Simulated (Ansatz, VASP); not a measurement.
# AlN in two plane-wave programs, part 2 of 3

Aim: how closely do two programs agree when they are given the same cell, functional and k mesh? The cell is taken from a series of runs on this material, whose earlier steps may have relaxed, scaled, displaced or heated it; both programs get it as it stands.

VASP 6.6.1 and Ansatz 0.2.0.

So far: Starting point; VASP: zone-centre phonons, PBE, pair 1.

### 3. Ansatz: zone-centre phonons, PBE, pair 1

Level of this step: Ansatz beside VASP: Kohn-Sham DFT, plane waves, PBE (Ansatz).

Ansatz runs on its PAW soft_1 files.

The same cell, functional and mesh now go to Ansatz, which takes its cutoff from its data sets.

Contents of input.yaml:

```yaml
crystal:
  lattice:
    - [0.0, 2.1252914492, 2.1252914492]
    - [2.1252914492, 0.0, 2.1252914492]
    - [2.1252914492, 2.1252914492, 0.0]
  atoms:
    - { symbol: "N", position: [0.25, 0.25, 0.25] }
    - { symbol: Al, position: [0.0, 0.0, 0.0] }
kpoints:
  mp_grid: { grid: [12, 12, 12] }
hamiltonian:
  xc: pbe
  pseudopotentials: { kind: paw, azcp: { folder: soft_1 } }
scf:
  occupations: { method: fixed }
output:
  eigenvalues: true
phonons:
  method: dfpt
  dielectric: true
  rigid_motions: translations
```

Launch:

```bash
> ansatz run input.yaml --threads 4 --pin off --max-ram 10240MiB --backend cpu --events-out ev --progress --plain --runs-dir out
```

Numbers of over 12 decimals in the logs are rounded to 6 here.

Output:

```text
Engine: ansatz 0.2.0, aarch64-unknown-linux-gnu
Pseudopotentials: kind: paw
Pseudopotential: N, paw, valence charge 5, recommended cutoff 420 eV (normal), soft_1/N.paw.azcp
Pseudopotential: Al, paw, valence charge 3, recommended cutoff 420 eV (normal), soft_1/Al.paw.azcp
Functional definition: PBE
  parameter kappa = 0.804
  parameter beta = 0.066725
  exchange = pbe_x(kappa = kappa, mu = beta*pi^2/3)
  correlation = pbe_c(beta = beta)
Crystal: 2 atoms, lattice volume = 19.199 Å³
Basis set: ecut = 420 eV, 339 PW (Γ), exchange–correlation on 48×48×48 points (8 copies of the dense FFT grid, shifted against one another)
Bands: 8, of which v1, the nominal top of the filled ones, is band 4 counted from 1 (3 counted from 0)
Symmetry: 24 space group operations
k-points: 280 of 1728 (irreducible under 4 space group operations, time reversal used)
Non-local potential: N, projectors of the file, l = 0: 2, l = 1: 2, l = 2: 1
Non-local potential: Al, projectors of the file, l = 0: 2, l = 1: 2, l = 2: 1
PAW form: soft (Blöchl's): semilocal exchange-correlation on the pseudo side does not see the compensation charge
PAW one-centre angular grid: N, 110 points (default); XC on 64 Gauss nodes
PAW one-centre angular grid: Al, 110 points (default); XC on 64 Gauss nodes
Initial density: superposition of atomic densities (chi_scale 0.1, normalization cell, long waves kept (reshape's long-wave potential 0.00 eV rms))
Initial wavefunctions: pseudopotential atomic-orbital guess
Functional: x = pbe(κ = 0.804, μ = 0.219515), c = pbe(β = 0.066725)
SCF iter   1: F=—  HF=-925.712526 eV  |F-HF|=—  |Δ(HF+E_count)|=         —  Δρ=1.55e-1  dr2=5.33e0  ethr=3.10e-3  ⟨swp⟩=4.0  Hψ=14416  notcnv=0  defer=66
preconditioner: auto → none  [insulator: Δε(μ)=5.817 eV  Ē_g=17.460 eV  n_scr=0 (ndim 8)  ℏωp=24.0 eV  f_vac=0.000  ε∞_Penn≈2.9]
SCF iter   2: F=—  HF=-924.256371 eV  |F-HF|=—  |Δ(HF+E_count)|=    1.46e0  Δρ=7.66e-2  dr2=6.25e-1  ethr=3.10e-3  ⟨swp⟩=2.8  Hψ=7030  notcnv=0  defer=430
SCF iter   3: F=—  HF=-924.073016 eV  |F-HF|=—  |Δ(HF+E_count)|=   1.83e-1  Δρ=2.40e-2  dr2=5.32e-2  ethr=3.10e-3  ⟨swp⟩=2.4  Hψ=4916  notcnv=0  defer=523
SCF iter   4: F=—  HF=-924.064230 eV  |F-HF|=—  |Δ(HF+E_count)|=   8.79e-3  Δρ=1.03e-3  dr2=1.02e-4  ethr=6.65e-4  ⟨swp⟩=2.0  Hψ=2962  notcnv=0  defer=558
SCF iter   5: F=—  HF=-924.064204 eV  |F-HF|=—  |Δ(HF+E_count)|=   2.62e-5  Δρ=3.50e-4  dr2=5.73e-6  ethr=1.28e-6  ⟨swp⟩=2.3  Hψ=3242  notcnv=0  defer=558
SCF iter   6: F=—  HF=-924.064207 eV  |F-HF|=—  |Δ(HF+E_count)|=   2.25e-6  Δρ=3.81e-5  dr2=1.61e-7  ethr=7.16e-8  ⟨swp⟩=2.0  Hψ=3317  notcnv=0  defer=16
SCF iter   7: F=—  HF=-924.064206 eV  |F-HF|=—  |Δ(HF+E_count)|=   8.67e-8  Δρ=5.70e-6  dr2=3.76e-9  ethr=2.02e-9  ⟨swp⟩=2.0  Hψ=3194  notcnv=0  defer=16
SCF iter   8: F=-924.064206 eV  HF=-924.064206 eV  |F-HF|=1.59e-12  |Δ(HF+E_count)|=   3.59e-9  Δρ=2.70e-7  dr2=9.63e-12  ethr=1.25e-12  ⟨swp⟩=5.0  Hψ=14008  notcnv=0
SCF 1 converged in 8 iterations: F = -924.064206 eV  dr2 = 9.63e-12
  greatest PAW one-centre occupation: 0.796 electrons in one spin orbital (limit 2), on the N atom at site 0 (counted from 0), in its partial waves of l = 0
NSCF: frozen V_eff on 1 k-points
DFPT response loops at Γ: preconditioner auto → none (the input reference at scf.mixing.eps_inf says where Resta's filter doesn't serve); β = 0.50; Broyden in place of MSR1
SCF converged after 8 iterations
Free energy (F): -924.064206 eV
Harris-Foulkes:  -924.064206 eV  (|F-HF|=1.59e-12)
Internal energy: -924.064206 eV  (E = F + TS)
E sigma→0 (E₀):  -924.064206 eV
Fermi energy:    7.848139 eV
--- Per-component energies (eV) ---
  E_band       = 21.207759
  E_kinetic    = 160.392357
  E_local      = -201.379832  (includes V_loc(G=0)·N_el)
  E_nonlocal   = 45.422934
  E_hartree    = 74.957466
  E_xc         = -100.144634
  E_vxc        = -108.389671  (∫ρ·V_xc dr)
  E_paw        = -598.517474  (= ΣΔE_a)
  E_vpaw       = -24.753865  (= ΣTr[D̂ρ^β])
  E_aug_tail   = 0.000940  (compensation charges beyond the density's cutoff)
  E_ewald      = -304.795963
  E_smearing   = -0.000000  (= −TS)
  E_closure    = 0.000000  (closes the sum)
  Σ components = -924.064206   (vs F -924.064206, Δ=0.00e0)
--- Band table (eV; the first three rows and the last of 280) ---
  k-point 0: bands = ["-7.5998", "7.8481", "7.8481", "7.8481", "12.7731", "21.2592", "21.2592", "21.2592"]
  k-point 1: bands = ["-7.4881", "7.2591", "7.8113", "7.8113", "13.2429", "20.9759", "21.3678", "21.3678"]
  k-point 2: bands = ["-7.1635", "5.9553", "7.7149", "7.7149", "14.1736", "20.3210", "21.3926", "21.3926"]
  k-point 279: bands = ["-4.5297", "3.9877", "4.1381", "4.9867", "14.0824", "19.7399", "20.6343", "21.2279"]
--- Phonons (Γ-DFPT): 2 representative perturbations + reference, on 280 of 1728 k-points (Σ response iterations 6) ---
  k mesh reduced under 4 symmetry operations, with k and −k counted as one. Each operation leaves every solved perturbation unchanged. A smaller set is not considered because the run solves the response to a homogeneous field
  ASR residual: 8.526e-5 → 0.000e0 eV/Å²; symmetrization residual: 7.032e-8 eV/Å²
  ASR residual per site (eV/Å²): 8.53e-5 7.13e-5
  Γ frequencies (cm⁻¹): 0.00 0.00 0.00 737.30 737.30 737.30
  ε∞ (high-frequency dielectric tensor):
        4.449993     0.000000     0.000000
       -0.000000     4.449993    -0.000000
        0.000000     0.000000     4.449993
  ε⁰ (static dielectric tensor: ions relaxed, cell fixed):
        7.736005     0.000000     0.000000
       -0.000000     7.736005     0.000000
        0.000000     0.000000     7.736005
  ε⁰ − ε∞ (ionic part):
        3.286012     0.000000     0.000000
        0.000000     3.286012     0.000000
        0.000000     0.000000     3.286012
  softest optical mode at Γ: 737.30 cm⁻¹; the repairs (sum rule, projections) moved no ω² at Γ by more than (1.29 cm⁻¹)²
  Born effective charges Z* (e; rows j = field, columns β = displacement):
    site 0:
        -2.53504    0.00000   -0.00000
        -0.00000   -2.53504   -0.00000
         0.00000    0.00000   -2.53504
    site 1:
         2.53504   -0.00000    0.00000
         0.00000    2.53504    0.00000
        -0.00000   -0.00000    2.53504
  Z* charge neutrality: 1.306e-6 e pre-enforcement
  k-mesh period / interband length: 36.1 Å / 1.59 Å = 22.63 at k = (0.0000, -0.5000, -0.5000), direct gap 5.214 eV — 14 or more, which is no proof of convergence
  optical modes at Γ without the LO–TO term, one row a degenerate level:
      ω (cm⁻¹)  modes    IR ((D/Å)²/amu)
        737.30      3            48.2397
  optical modes at Γ + LO–TO along q̂ = [1.0000, 0.0000, 0.0000]:
      ω (cm⁻¹)  modes    IR ((D/Å)²/amu)
        737.30      2            32.1598
        972.13      1            16.0799
  optical modes at Γ + LO–TO along q̂ = [0.0000, 1.0000, 0.0000]:
      ω (cm⁻¹)  modes    IR ((D/Å)²/amu)
        737.30      2            32.1598
        972.13      1            16.0799
  optical modes at Γ + LO–TO along q̂ = [0.0000, 0.0000, 1.0000]:
      ω (cm⁻¹)  modes    IR ((D/Å)²/amu)
        737.30      2            32.1598
        972.13      1            16.0799
```

The column dr2 measures how far the density is from self-consistency, as an energy; F and HF (Harris–Foulkes) agree once it is small.

### 4. Side by side

Known differences besides the potentials themselves: fixed occupations in Ansatz, narrow Gaussian smearing in VASP; the cutoff is 420 eV in Ansatz and 600 eV in VASP. Total energies have different zeros and are not compared.

Compared:

| quantity | Ansatz | VASP | difference |
| --- | --- | --- | --- |
| ε∞ xx | 4.45 | 4.45 | +0.10 % |
| ε∞ yy | 4.45 | 4.45 | +0.10 % |
| ε∞ zz | 4.45 | 4.45 | +0.10 % |
| Born charge of N1 (mean of the diagonal) (e) | -2.54 | -2.52 | -0.01 |
| Born charge of Al2 (mean of the diagonal) (e) | 2.54 | 2.52 | +0.01 |
| optical mode 1 to 3 (cm⁻¹) | 737.3 | 738.7 | -0.19 % |

Modes are paired by rising frequency, not by their patterns, so a pair may set unlike modes beside each other; they are those without the splitting of longitudinal modes.

### 5. Ansatz: zone-centre phonons, PBE, pair 2

Second derivatives magnify differences that forces hide, and they need a tight electronic threshold. The cell compared in this pair holds 19.63 Å³, against 19.20 Å³ for the pair before.

The cell is taken from a series of runs on this material, whose earlier steps may have relaxed, scaled, displaced or heated it; both programs get it as it stands.

input.yaml, the sections that differ from step 3:

```yaml
crystal:
  lattice:
    - [0.0, 2.1409191535, 2.1409191535]
    - [2.1409191535, 0.0, 2.1409191535]
    - [2.1409191535, 2.1409191535, 0.0]
  atoms:
    - { symbol: "N", position: [0.25, 0.25, 0.25] }
    - { symbol: Al, position: [0.0, 0.0, 0.0] }
# kpoints, hamiltonian, scf, output, phonons: as in step 3
```

Output:

```text
[...]
Crystal: 2 atoms, lattice volume = 19.626 Å³
Basis set: ecut = 420 eV, 387 PW (Γ), exchange–correlation on 48×48×48 points (8 copies of the dense FFT grid, shifted against one another)
Bands: 8, of which v1, the nominal top of the filled ones, is band 4 counted from 1 (3 counted from 0)
Symmetry: 24 space group operations
k-points: 280 of 1728 (irreducible under 4 space group operations, time reversal used)
[...]
optical modes at Γ + LO–TO along q̂ = [1.0000, 0.0000, 0.0000]:
      ω (cm⁻¹)  modes    IR ((D/Å)²/amu)
[...]
optical modes at Γ + LO–TO along q̂ = [0.0000, 1.0000, 0.0000]:
      ω (cm⁻¹)  modes    IR ((D/Å)²/amu)
        715.29      2            32.2287
        949.99      1            16.1144
  optical modes at Γ + LO–TO along q̂ = [0.0000, 0.0000, 1.0000]:
      ω (cm⁻¹)  modes    IR ((D/Å)²/amu)
        715.29      2            32.2287
        949.99      1            16.1144
[key lines of the parts left out:]
SCF converged after 8 iterations
Free energy (F): -924.122535 eV
Fermi energy:    7.603729 eV
```

### 6. VASP: zone-centre phonons, PBE, pair 2

The same cell, functional and mesh now go to VASP, with its own data sets.

Contents of INCAR:

```
SYSTEM = AlN
PREC = Accurate
ENCUT = 600
EDIFF = 1E-08
NELM = 120
ISMEAR = 0
SIGMA = 0.01
LREAL = .FALSE.
ALGO = Normal
GGA = PE
NBANDS = 10
LORBIT = 11
LWAVE = .FALSE.
LCHARG = .FALSE.
ISIF = 2
IBRION = 8
LEPSILON = .TRUE.
LASPH = .TRUE.
GGA_COMPAT = .FALSE.
EFERMI = MIDGAP
KPAR = 2
```

Contents of POSCAR:

```
AlN
1.0
    0.0000000000      2.1409191535      2.1409191535
    2.1409191535      0.0000000000      2.1409191535
    2.1409191535      2.1409191535      0.0000000000
N Al
1 1
Direct
    0.2500000000      0.2500000000      0.2500000000
    0.0000000000      0.0000000000      0.0000000000
```

Contents of KPOINTS:

```
Automatic mesh
0
Gamma
12 12 12
0 0 0
```

The projector-augmented-wave data sets are N and Al (PBE family, release 64).

Launch:

```bash
> mpirun -np 2 vasp_std
```

Output:

```text
[... set-up lines as in an earlier step ...]
 entering main loop
       N       E                     dE             d eps       ncg     rms          rms(c)
DAV:   1     0.149408409176E+02    0.14941E+02   -0.42127E+03  1464   0.749E+02
DAV:   2    -0.161933906999E+02   -0.31134E+02   -0.29804E+02  1768   0.164E+02
DAV:   3    -0.172537024120E+02   -0.10603E+01   -0.10590E+01  1720   0.296E+01
DAV:   4    -0.172586611136E+02   -0.49587E-02   -0.49584E-02  1660   0.211E+00
[...]
DAV:  12    -0.147555396739E+02   -0.20409E-06   -0.46216E-07  1606   0.597E-03    0.142E-03
DAV:  13    -0.147555396707E+02    0.31876E-08   -0.18342E-07  1642   0.274E-03    0.702E-04
DAV:  14    -0.147555396723E+02   -0.15148E-08   -0.50932E-09   858   0.618E-04
   1 F= -.14755540E+02 E0= -.14755540E+02  d E =0.000000E+00
 Linear response reoptimize wavefunctions to high precision
DAV:   1    -0.147555396723E+02   -0.45475E-10   -0.12685E-09   966   0.264E-04
DAV:   2    -0.147555396723E+02   -0.22169E-11   -0.68180E-11   794   0.112E-04
 Linear response G [H, r] |phi>, progress :
  Direction:   1
[...]
RMM:  11    -0.240123989400E+00   -0.56415E-08    0.84785E-10  8966   0.189E-05    0.177E-07
 first order change of Fermi-energy   0.28716E-01
 force on displaced ion       1 direction 1 : -17.401   0.000   0.000
 Born effective charge ion    1 direction 1 :  -2.526   0.000   0.000
 Linear response progress:
  Degree of freedom:   2/  2
       N       E                     dE             d eps       ncg     rms          rms(c)
RMM:   1    -0.619393370396E-02   -0.61939E-02   -0.48155E-03 13233   0.717E-01
RMM:   2    -0.561376201503E-02    0.58017E-03   -0.27146E-04  8666   0.152E-01    0.924E-02
RMM:   3    -0.552295136719E-02    0.90811E-04   -0.48470E-05  8946   0.576E-02    0.508E-02
RMM:   4    -0.555844628737E-02   -0.35495E-04   -0.39169E-05  8865   0.567E-02    0.853E-03
[...]
RMM:   8    -0.556298258400E-02   -0.25952E-07   -0.22752E-09  9479   0.768E-05    0.218E-05
RMM:   9    -0.556296759013E-02    0.14994E-07   -0.73138E-10  9622   0.275E-05    0.372E-06
RMM:  10    -0.556296641165E-02    0.11785E-08   -0.12454E-09  9690   0.488E-06    0.211E-06
 first order change of Fermi-energy  -0.28477E-01
 force on displaced ion       2 direction 1 : -17.407  -0.000  -0.000
 Born effective charge ion    2 direction 1 :   2.526   0.000   0.000
 Born effective charges drift removed
 Linear response finished
```

From OUTCAR (step 6):

```text
  Total        2.2883273      2.2883273      2.2883273      0.0000000      0.0000000      0.0000000
  in kB      186.8090564    186.8090564    186.8090564      0.0000000      0.0000000      0.0000000
  external PRESSURE =     186.8090564 kB  Pullay stress =       0.0000000 kB

 POSITION                                       TOTAL-FORCE (eV/Angst)
 -----------------------------------------------------------------------------------
      1.07046      1.07046      1.07046        -0.000000      0.000000     -0.000000
      0.00000      0.00000      0.00000         0.000000     -0.000000      0.000000
 -----------------------------------------------------------------------------------
    total drift:                                0.000000      0.000000      0.000000

 MACROSCOPIC STATIC DIELECTRIC TENSOR (including local field effects in DFT)
 ------------------------------------------------------
           4.476365     0.000000     0.000000
           0.000000     4.476365     0.000000
          -0.000000    -0.000000     4.476365
 ------------------------------------------------------

 MACROSCOPIC STATIC DIELECTRIC TENSOR IONIC CONTRIBUTION
 ------------------------------------------------------
           3.379560     0.000000    -0.000000
           0.000000     3.379560    -0.000000
          -0.000000    -0.000000     3.379560
 ------------------------------------------------------

[... 1 part as in an earlier step ...]

[... 1 further part left out ...]
```

### 7. Comparison

The two programs side by side:

| quantity | Ansatz | VASP | difference |
| --- | --- | --- | --- |
| ε∞ xx | 4.48 | 4.48 | +0.09 % |
| ε∞ yy | 4.48 | 4.48 | +0.09 % |
| ε∞ zz | 4.48 | 4.48 | +0.09 % |
| Born charge of N1 (mean of the diagonal) (e) | -2.54 | -2.53 | -0.01 |
| Born charge of Al2 (mean of the diagonal) (e) | 2.54 | 2.53 | +0.01 |
| optical mode 1 to 3 (cm⁻¹) | 715.3 | 716.5 | -0.17 % |

Modes are paired by rising frequency, not by their patterns, so a pair may set unlike modes beside each other; they are those without the splitting of longitudinal modes.

(Part 2 of 3 ends here.)

[Lines on the potential files, build, host, timing and source positions are cut from VASP's logs without a mark.]

[Logs are printed without paths, hosts, clocks, repeated set-up lines and the standing remarks that a program may print on its own settings, such as how far it seeks lower states.]

[Hosts, paths, dates, database ids (printed as entryN), source tags and the programs' standing remarks are cut or masked in the printed files.]
